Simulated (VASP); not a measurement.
# KNa3Ge (Pm-3m) in VASP: reference runs

Reference runs on KNa3Ge: the cell as given and a disturbed copy.

Program: VASP 6.6.1. These are calculated values, not measurements. Logs are shortened: lines on timing, memory, paths and dates and some standing lists are left out, and cuts for length are marked.

**1. The crystal as given**

Symmetry: Pm-3m, No. 221, cubic system. The conventional cell has a = 5.793 Å, b = 5.793 Å, c = 5.793 Å, α = 90.00°, β = 90.00°, γ = 90.00°. Around K (site symmetry m-3m) lie 12 Na at 4.10 Å. Na (site symmetry 4/mmm) has 2 Ge at 2.90 Å as nearest neighbours. Ge (site symmetry m-3m) has 6 Na at 2.90 Å as nearest neighbours.

The cell was built by a generator and needn't be a form met in nature.

**2. Single point, PBE**

The input, INCAR:

```
SYSTEM = KNa3Ge
PREC = Accurate
ENCUT = 520
EDIFF = 1E-7
ISMEAR = -1
SIGMA = 0.05
LREAL = .FALSE.
LASPH = .TRUE.
NELM = 80
ALGO = Normal
ISIF = 2
LWAVE = .FALSE.
LCHARG = .TRUE.
GGA = PE
LELF = .TRUE.
LVHAR = .TRUE.
NBANDS = 30
```

The input, KPOINTS:

```
regular mesh
0
G
  5 5 5
  0 0 0
```

The input, POSCAR:

```
KNa3Ge
1.0
    5.7928300000      0.0000000000      0.0000000000
    0.0000000000      5.7928300000      0.0000000000
    0.0000000000      0.0000000000      5.7928300000
K Na Ge
1 3 1
Direct
    0.0000000000      0.0000000000      0.0000000000
    0.0000000000      0.5000000000      0.5000000000
    0.5000000000      0.0000000000      0.5000000000
    0.5000000000      0.5000000000      0.0000000000
    0.5000000000      0.5000000000      0.5000000000
```

Potentials or basis: VASP PAW PBE potentials, release 64 (K_sv, Na_pv, Ge_d).

Run with:

```
cat potpaw_PBE.64/K_sv/POTCAR potpaw_PBE.64/Na_pv/POTCAR potpaw_PBE.64/Ge_d/POTCAR > POTCAR
mpirun -np 1 vasp_std > vasp.out
```

OUTCAR:

```text
SYSTEM = KNa3Ge
   PREC = Accurate
   ENCUT = 520
   EDIFF = 1E-7
   ISMEAR = -1
   LREAL = .FALSE.
   LASPH = .TRUE.
   NELM = 80
   ISIF = 2
   GGA = PE

 ion  position               nearest neighbor table
   1  0.000  0.000  0.000-
   2  0.000  0.500  0.500-
   3  0.500  0.000  0.500-
   4  0.500  0.500  0.000-
   5  0.500  0.500  0.500-

  LATTYP: Found a simple cubic cell.
 ALAT       =     5.7928300000

  Lattice vectors:

 A1 = (   5.7928300000,   0.0000000000,   0.0000000000)
 A2 = (   0.0000000000,   5.7928300000,   0.0000000000)
 A3 = (   0.0000000000,   0.0000000000,   5.7928300000)

Analysis of symmetry for initial positions (statically):
=====================================================================
 Subroutine PRICEL returns:
 Original cell was already a primitive cell.

 Routine SETGRP: Setting up the symmetry group for a
 simple cubic supercell.

 Subroutine GETGRP returns: Found 48 space group operations
 (whereof 48 operations were pure point group operations)
 out of a pool of 48 trial point group operations.

The static configuration has the point symmetry O_h .

Analysis of symmetry for dynamics (positions and initial velocities):
=====================================================================
 Subroutine PRICEL returns:
 Original cell was already a primitive cell.

 Routine SETGRP: Setting up the symmetry group for a
 simple cubic supercell.

 Subroutine GETGRP returns: Found 48 space group operations
 (whereof 48 operations were pure point group operations)
 out of a pool of 48 trial point group operations.

The dynamic configuration has the point symmetry O_h .

 Subroutine INISYM returns: Found 48 space group operations
 (whereof 48 operations are pure point group operations),
 and found     1 'primitive' translations

----------------------------------------------------------------------------------------

                                     Primitive cell

  volume of cell :     194.3893

  direct lattice vectors                    reciprocal lattice vectors
     5.792830000  0.000000000  0.000000000     0.172627196  0.000000000  0.000000000
     0.000000000  5.792830000  0.000000000     0.000000000  0.172627196  0.000000000
     0.000000000  0.000000000  5.792830000     0.000000000  0.000000000  0.172627196

  length of vectors
     5.792830000  5.792830000  5.792830000     0.172627196  0.172627196  0.172627196

  position of ions in fractional coordinates (direct lattice)
     0.000000000  0.000000000  0.000000000
     0.000000000  0.500000000  0.500000000
     0.500000000  0.000000000  0.500000000
     0.500000000  0.500000000  0.000000000
     0.500000000  0.500000000  0.500000000

  ion indices of the primitive-cell ions
   primitive index   ion index
                 1           1
                 2           2
                 3           3
                 4           4
                 5           5

----------------------------------------------------------------------------------------

 KPOINTS: regular mesh

Automatic generation of k-mesh.
 Grid dimensions read from file:
 generate k-points for:    5    5    5

 Generating k-lattice:

  Cartesian coordinates                     Fractional coordinates (reciprocal lattice)
     0.034525439  0.000000000  0.000000000     0.200000000  0.000000000  0.000000000
     0.000000000  0.034525439  0.000000000     0.000000000  0.200000000  0.000000000
     0.000000000  0.000000000  0.034525439     0.000000000  0.000000000  0.200000000

  Length of vectors
     0.034525439  0.034525439  0.034525439

  Shift w.r.t. Gamma in fractional coordinates (k-lattice)
     0.000000000  0.000000000  0.000000000

 Subroutine IBZKPT returns following result:
 ===========================================

 Found     10 irreducible k-points:

 Following reciprocal coordinates:
            Coordinates               Weight
  0.000000  0.000000  0.000000      1.000000
  0.200000  0.000000  0.000000      6.000000
  0.400000  0.000000  0.000000      6.000000
  0.200000  0.200000  0.000000     12.000000
  0.400000  0.200000  0.000000     24.000000
  0.400000  0.400000  0.000000     12.000000
  0.200000  0.200000  0.200000      8.000000
  0.400000  0.200000  0.200000     24.000000
  0.400000  0.400000  0.200000     24.000000
  0.400000  0.400000  0.400000      8.000000
   k-points           NKPTS =     10   k-points in BZ     NKDIM =     10   number of bands    NBANDS=     30
   number of dos      NEDOS =    301   number of ions     NIONS =      5
   total plane-waves  NPLWV = 110592
   dimension x,y,z NGX =    48 NGY =   48 NGZ =   48
   dimension x,y,z NGXF=    96 NGYF=   96 NGZF=   96
   ions per type =               1   3   1
   NGX,Y,Z   is equivalent  to a cutoff of  13.78, 13.78, 13.78 a.u.
   NGXF,Y,Z  is equivalent  to a cutoff of  27.55, 27.55, 27.55 a.u.
 SYSTEM =  KNa3Ge
   PREC   = accura    normal or accurate (medium, high low for compatibility)
   ISTART =      0    job   : 0-new  1-cont  2-samecut
   ICHARG =      2    charge: 1-file 2-atom 10-const
   ISPIN  =      1    spin polarized calculation?
   LNONCOLLINEAR =      F non collinear calculations
   LSORBIT =      F    spin-orbit coupling
   LASPH  =      T    aspherical Exc in radial PAW
   ENCUT  =  520.0 eV  38.22 Ry    6.18 a.u.  10.77 10.77 10.77*2*pi/ulx,y,z
   NELM   =     80;   NELMIN=  2; NELMDL= -5     # of ELM steps
   EDIFF  = 0.1E-06   stopping-criterion for ELM
   LREAL  =      F    real-space projection
   EDIFFG = 0.1E-05   stopping-criterion for IOM
   NSW    =      0    number of steps for IOM
   IBRION =     -1    ionic relax: 0-MD 1-quasi-New 2-CG
   NFREE  =      0    steps in history (QN), initial steepest desc. (CG)
   ISIF   =      2    stress and relaxation
   ISYM   =      2    0-nonsym 1-usesym 2-fastsym
   POTIM  = 0.5000    time-step for ionic-motion
   TEBEG  =    0.0;   TEEND  =   0.0 temperature during run
   PSTRESS=    0.0 pullay stress
   NELECT =      44.0000    total number of electrons
   NUPDOWN=      -1.0000    fix difference up-down
   EMIN   =  10.00;   EMAX   =-10.00  energy-range for DOS
   EFERMI =   0.00;   METHOD = LEGACY
   ISMEAR =    -1;   SIGMA  =   0.05  broadening in eV -4-tet -1-fermi 0-gaus
   EFERMI_NEDOS =   21; number of points for ismear=-14 and -15
   IALGO  =     38    algorithm
   IMIX   =      4    mixing-type and parameters
     AMIX     =   0.40;   BMIX     =  1.00
     AMIX_MAG =   1.60;   BMIX_MAG =  1.00
  volume/ion in A,a.u.               =      38.88       262.36
  Fermi-wavevector in a.u.,A,eV,Ry     =   0.997704  1.885387 13.543413  0.995413
  Thomas-Fermi vector in A             =   2.129878
   LORBIT       =      0    0 simple, 1 ext, 2 COOP (PROOUT), +10 PAW based schemes
   GGA     = PE    functional components
   LHFCALC =     F    Hartree Fock is set to
   AEXX    =    0.0000 exact exchange contribution
   IVDW    =     0    specifies the selected vdW correction
   LEPSILON=     F    determine dielectric tensor
   LRPA    =     F    only Hartree local field effects (RPA)
 non-spin polarized calculation
  energy-cutoff  :      520.00
  volume of cell :      194.39
 maximum number of plane-waves:      5262
 NGX is ok and might be reduce to    48
   NGX = 21   NGY = 21   NGZ = 21

 number of electron      44.0000036 magnetization

 Free energy of the ion-electron system (eV)
  ---------------------------------------------------
  ext. energy  EPLUGINS =         0.00000000
  ---------------------------------------------------
  free energy    TOTEN  =        -9.51457123 eV

  energy without entropy =       -9.50022326  energy(sigma->0) =       -9.50739724

 E-fermi :   0.5106     XC(G=0):  -6.7022

 val. band max:        0.4898429303   @ k =   0.4000   0.4000   0.0000
 cond. band min:       0.7616204797   @ k =   0.4000   0.0000   0.0000
 fundamental gap:      0.2717775494
 Fermi energy:         0.5106427885

 k-point     1 :       0.0000    0.0000    0.0000
  band No.  band energies     occupation
      1     -31.7519      2.00000
      2     -23.7337      2.00000
      3     -23.7337      2.00000
      4     -23.7337      2.00000
      5     -23.7320      2.00000
      6     -23.7320      2.00000
[... 22 lines left out ...]
     29       4.7323      0.00000
     30       4.7323      0.00000

 k-point     2 :       0.2000    0.0000    0.0000
  band No.  band energies     occupation
      1     -31.7519      2.00000
      2     -23.7336      2.00000
      3     -23.7335      2.00000
      4     -23.7335      2.00000
      5     -23.7321      2.00000
      6     -23.7321      2.00000
[... 22 lines left out ...]
     29       4.6559      0.00000
     30       4.7057      0.00000

 k-point     3 :       0.4000    0.0000    0.0000
  band No.  band energies     occupation
      1     -31.7518      2.00000
      2     -23.7335      2.00000
      3     -23.7332      2.00000
      4     -23.7332      2.00000
      5     -23.7326      2.00000
      6     -23.7326      2.00000
[... 22 lines left out ...]
     29       4.5695      0.00000
     30       4.5698      0.00000

 k-point     4 :       0.2000    0.2000    0.0000
  band No.  band energies     occupation
      1     -31.7519      2.00000
      2     -23.7346      2.00000
      3     -23.7334      2.00000
      4     -23.7331      2.00000
      5     -23.7326      2.00000
      6     -23.7323      2.00000
[... 154 lines left out ...]
     29       4.4982      0.00000
     30       4.6838      0.00000

 k-point     9 :       0.4000    0.4000    0.2000
  band No.  band energies     occupation
      1     -31.7518      2.00000
      2     -23.7369      2.00000
      3     -23.7354      2.00000
      4     -23.7353      2.00000
      5     -23.7305      2.00000
      6     -23.7305      2.00000
[... 22 lines left out ...]
     29       4.1659      0.00000
     30       5.2022      0.00000

 k-point    10 :       0.4000    0.4000    0.4000
  band No.  band energies     occupation
      1     -31.7518      2.00000
      2     -23.7370      2.00000
      3     -23.7369      2.00000
      4     -23.7369      2.00000
      5     -23.7291      2.00000
      6     -23.7291      2.00000
[... 22 lines left out ...]
     29       4.3652      0.00000
     30       5.5873      0.00000

------------------------ aborting loop because EDIFF is reached ----------------------------------------

  FORCE on cell =-STRESS in cart. coord.  units (eV):
  Direction    XX          YY          ZZ          XY          YZ          ZX
  --------------------------------------------------------------------------------------
  -------------------------------------------------------------------------------------
  Total        0.0210590      0.0210590      0.0210590      0.0000000     -0.0000000      0.0000000
  in kB        0.1735704      0.1735704      0.1735704      0.0000000     -0.0000000      0.0000000
  external PRESSURE =       0.1735704 kB  Pullay stress =       0.0000000 kB

 VOLUME and BASIS-vectors are now :
 -----------------------------------------------------------------------------
  energy-cutoff  :      520.00
  volume of cell :      194.39
      direct lattice vectors                 reciprocal lattice vectors
     5.792830000  0.000000000  0.000000000     0.172627196  0.000000000  0.000000000
     0.000000000  5.792830000  0.000000000     0.000000000  0.172627196  0.000000000
     0.000000000  0.000000000  5.792830000     0.000000000  0.000000000  0.172627196

 POSITION                                       TOTAL-FORCE (eV/Angst)
 -----------------------------------------------------------------------------------
      0.00000      0.00000      0.00000         0.000000      0.000000      0.000000
      0.00000      2.89642      2.89642         0.000000      0.000000      0.000000
      2.89642      0.00000      2.89642         0.000000      0.000000      0.000000
      2.89642      2.89642      0.00000         0.000000      0.000000      0.000000
      2.89642      2.89642      2.89642         0.000000      0.000000      0.000000
 -----------------------------------------------------------------------------------
    total drift:                                0.000000     -0.000000     -0.000000

  FREE ENERGIE OF THE ION-ELECTRON SYSTEM (eV)
  ---------------------------------------------------
  free  energy   TOTEN  =        -9.5145712300 eV

  energy  without entropy=       -9.5002232572  energy(sigma->0) =       -9.50739724
```

Wall time 48 s (1 thread of Intel Xeon Platinum 8488C (Sapphire Rapids), shared host); peak memory 0.34 GiB.

Results:

| Quantity | Value |
| --- | --- |
| Free energy | -9.5146 eV |
| Pressure | 0.0 GPa |
| Band gap on the k mesh | none (metal or under the smearing width) |

**3. Single point, PBE (atoms moved at random, drawn with an rms of 0.05 Å)**

The input, INCAR:

```
SYSTEM = KNa3Ge
  ALGO = Normal
  EDIFF = 1E-7
  ENCUT = 520
  GGA = PE
  ISIF = 2
  ISMEAR = -1
  LASPH = .TRUE.
  LCHARG = .TRUE.
  LELF = .TRUE.
  LREAL = .FALSE.
  LVHAR = .TRUE.
  LWAVE = .FALSE.
  NBANDS = 30
  NELM = 80
  PREC = Accurate
  SIGMA = 0.05
```

The input, KPOINTS:

```
k-points
0
G
  5 5 5
  0 0 0
```

The input, POSCAR:

```
KNa3Ge
1.0
    5.7928300000      0.0000000000      0.0000000000
    0.0000000000      5.7928300000      0.0000000000
    0.0000000000      0.0000000000      5.7928300000
K Na Ge
1 3 1
Direct
   -0.0030200000     -0.0065340000     -0.0021630000
    0.0071560000      0.5009070000      0.4976950000
    0.5107560000      0.0059510000      0.4981720000
    0.5016850000      0.5096120000     -0.0019510000
    0.5044110000      0.5005410000      0.4968480000
```

Potentials or basis: VASP PAW PBE potentials, release 64 (K_sv, Na_pv, Ge_d).

Run with:

```
cat potpaw_PBE.64/K_sv/POTCAR potpaw_PBE.64/Na_pv/POTCAR potpaw_PBE.64/Ge_d/POTCAR > POTCAR
mpirun -np 1 vasp_std > vasp.out
```

OUTCAR:

```text
SYSTEM = KNa3Ge
   EDIFF = 1E-7
   ENCUT = 520
   GGA = PE
   ISIF = 2
   ISMEAR = -1
   LASPH = .TRUE.
   LREAL = .FALSE.
   NELM = 80
   PREC = Accurate

 ion  position               nearest neighbor table
   1  0.997  0.993  0.998-
   2  0.007  0.501  0.498-
   3  0.511  0.006  0.498-
   4  0.502  0.510  0.998-
   5  0.504  0.501  0.497-

  LATTYP: Found a simple cubic cell.
 ALAT       =     5.7928300000
[... 990 lines left out ...]

  FORCE on cell =-STRESS in cart. coord.  units (eV):
  Direction    XX          YY          ZZ          XY          YZ          ZX
  --------------------------------------------------------------------------------------
  -------------------------------------------------------------------------------------
  Total        0.0273663      0.0291707      0.0180131     -0.0026037     -0.0023245      0.0003681
  in kB        0.2255560      0.2404277      0.1484662     -0.0214602     -0.0191589      0.0030341
  external PRESSURE =       0.2048166 kB  Pullay stress =       0.0000000 kB

 VOLUME and BASIS-vectors are now :
 -----------------------------------------------------------------------------
  energy-cutoff  :      520.00
  volume of cell :      194.39
      direct lattice vectors                 reciprocal lattice vectors
     5.792830000  0.000000000  0.000000000     0.172627196  0.000000000  0.000000000
     0.000000000  5.792830000  0.000000000     0.000000000  0.172627196  0.000000000
     0.000000000  0.000000000  5.792830000     0.000000000  0.000000000  0.172627196

 POSITION                                       TOTAL-FORCE (eV/Angst)
 -----------------------------------------------------------------------------------
      5.77534      5.75498      5.78030         0.020886      0.030854      0.001770
      0.04145      2.90167      2.88306        -0.046867     -0.009705      0.000179
      2.95872      0.03447      2.88583        -0.036469     -0.093816     -0.001581
      2.90618      2.95210      5.78153        -0.001945     -0.042795     -0.021576
      2.92197      2.89955      2.87816         0.064395      0.115461      0.021209
 -----------------------------------------------------------------------------------
    total drift:                               -0.000482     -0.000391      0.002293

  FREE ENERGIE OF THE ION-ELECTRON SYSTEM (eV)
  ---------------------------------------------------
  free  energy   TOTEN  =        -9.5097075617 eV

  energy  without entropy=       -9.4953521545  energy(sigma->0) =       -9.50252986
```

OSZICAR:

```text
N       E                     dE             d eps       ncg     rms          rms(c)
DAV:   1     0.413933698888E+03    0.41393E+03   -0.22101E+04  4204   0.187E+03
DAV:   2     0.385319522376E+02   -0.37540E+03   -0.36615E+03  3786   0.564E+02
DAV:   3    -0.860401397351E+01   -0.47136E+02   -0.46797E+02  4540   0.169E+02
DAV:   4    -0.111984665032E+02   -0.25945E+01   -0.25908E+01  5500   0.389E+01
DAV:   5    -0.113343724445E+02   -0.13591E+00   -0.13589E+00  5942   0.675E+00    0.424E+00
DAV:   6    -0.962209991563E+01    0.17123E+01   -0.49169E+00  5102   0.776E+00    0.182E+00
DAV:   7    -0.953289002077E+01    0.89210E-01   -0.45799E-01  4714   0.312E+00    0.138E+00
DAV:   8    -0.951568381010E+01    0.17206E-01   -0.16535E-01  5706   0.359E+00    0.281E-01
DAV:   9    -0.950982517979E+01    0.58586E-02   -0.35776E-02  4596   0.318E+00    0.169E-01
DAV:  10    -0.950974406960E+01    0.81110E-04   -0.50185E-03  4874   0.465E-01    0.484E-02
DAV:  11    -0.950972259800E+01    0.21472E-04   -0.51293E-04  5848   0.172E-01    0.471E-02
DAV:  12    -0.950970665228E+01    0.15946E-04   -0.17649E-04  4968   0.105E-01    0.474E-03
DAV:  13    -0.950970777531E+01   -0.11230E-05   -0.20047E-05  4976   0.270E-02    0.253E-03
DAV:  14    -0.950970778680E+01   -0.11492E-07   -0.13014E-06  5092   0.828E-03    0.134E-03
DAV:  15    -0.950970753403E+01    0.25277E-06   -0.30071E-07  3952   0.586E-03    0.291E-04
DAV:  16    -0.950970756174E+01   -0.27704E-07   -0.19790E-08  2730   0.156E-03
   1 F= -.95097076E+01 E0= -.95025299E+01  d E =-.143554E-01
```

Wall time 4.1 min (1 thread of Intel Xeon Platinum 8488C (Sapphire Rapids), shared host); peak memory 0.54 GiB.

What came out:

* Free energy: -9.5097 eV
* Pressure: 0.0 GPa
* Largest force: 0.134 eV/Å
* Band gap on the k mesh: none (metal or under the smearing width)

Forces in eV/Å, atoms in the order of the input:
```
K    0.021  0.031  0.002
Na  -0.047 -0.010  0.000
Na  -0.036 -0.094 -0.002
Na  -0.002 -0.043 -0.022
Ge   0.064  0.115  0.021
```
